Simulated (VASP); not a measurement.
Consider the following.

```cif
data_B2Rh
_chemical_formula_sum 'Rh1 B2'
_space_group_name_H-M_alt 'P6/mmm'
_space_group_IT_number 191
_space_group_name_Hall '-P 6 2'
_cell_length_a 3.07080
_cell_length_b 3.07080
_cell_length_c 3.19838
_cell_angle_alpha 90.000
_cell_angle_beta 90.000
_cell_angle_gamma 120.000
loop_
_atom_site_label
_atom_site_type_symbol
_atom_site_symmetry_multiplicity
_atom_site_Wyckoff_symbol
_atom_site_fract_x
_atom_site_fract_y
_atom_site_fract_z
_atom_site_occupancy
Rh1 Rh 1 a 0.00000 0.00000 0.00000 1
B1 B 2 d 0.33333 0.66667 0.50000 1
```

Level of theory: r2SCAN meta-GGA, VASP's PBE PAW potentials (set 64) (plane waves; VASP 6.6.1). Numerical set-up: 600 eV cut-off, 10×10×10 Γ-centred mesh, first-order Methfessel-Paxton smearing of 0.10 eV, potentials Rh_pv B.

Each relaxation starts from this cell; other phases were not tried.

### Question
The cell is relaxed at 1 GPa. What happens?

### Answer
The volume per atom goes from 8.71 to 8.67 Å³ (-0.4 %), and the cell becomes a = b = 3.0665 Å, c = 3.1947 Å, α = β = 90.00°, γ = 120.00°, space group P6/mmm.

### Question
The cell is relaxed at 2 GPa. What happens?

### Answer
The volume per atom goes from 8.71 to 8.64 Å³ (-0.7 %), and the cell becomes a = b = 3.0629 Å, c = 3.1910 Å, α = β = 90.00°, γ = 120.00°, space group P6/mmm.

Failed runs are left out, and for metals the shear rows, which the mesh's noise covers.

The structure was generated: B2Rh was put into the AlB2 type (P6/mmm), which need not be its known phase. The electron count is odd and the run is not spin-polarised, which forces a metal.
